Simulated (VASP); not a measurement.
Sn:

```
Sn
1.0
    -2.91615    2.91615    1.59115
     2.91615   -2.91615    1.59115
     2.91615    2.91615   -1.59115
Sn
2
Direct
  0.00000 0.00000 0.00000
  0.75000 0.25000 0.50000
```

* Program: VASP 6.6.1
* Task: relaxation of cell and atoms
* Functional: RPBE
* Potentials or basis: VASP PAW PBE potentials, release 64 (Sn_d)
* Cutoff: 600 eV
* k mesh: 16 × 16 × 16
* Occupations: gaussian, width 0.1 eV
* Spin: no spin polarisation

At the start: pressure 4.1 GPa; volume 27.06 Å³/atom.

Task: Where does the relaxation end?

Result: Over 7 steps the energy falls by 26.6 meV/atom and the volume is 29.26 Å³/atom (+8.1 %); space group I4_1/amd (No. 141, to 0.05 Å).

Step by step:
```
step  energy change (eV)  largest force (eV/Å)  pressure (GPa)  volume (Å³)
   1              0.0000                0.0000            4.10        54.12
   2             -0.0500                0.0000           -0.84        59.74
   3             -0.0531                0.0000            0.01        58.53
   4             -0.0531                0.0000           -0.05        58.62
   5             -0.0532                0.0000           -0.05        58.61
   6             -0.0532                0.0000           -0.05        58.60
   7             -0.0532                0.0000            0.02        58.51
```

Final structure:
```cif
data_structure
_symmetry_space_group_name_H-M 'P 1'
_symmetry_Int_Tables_number 1
_cell_length_a 4.5453
_cell_length_b 4.5453
_cell_length_c 4.5453
_cell_angle_alpha 97.325
_cell_angle_beta 97.325
_cell_angle_gamma 138.158
_cell_volume 58.51
loop_
_atom_site_label
_atom_site_type_symbol
_atom_site_fract_x
_atom_site_fract_y
_atom_site_fract_z
_atom_site_occupancy
Sn1 Sn 0.00000 0.00000 0.00000 1
Sn2 Sn 0.75000 0.25000 0.50000 1
```

Caveat: the PAW data sets were made with another functional, which shifts forces and pressure a little.
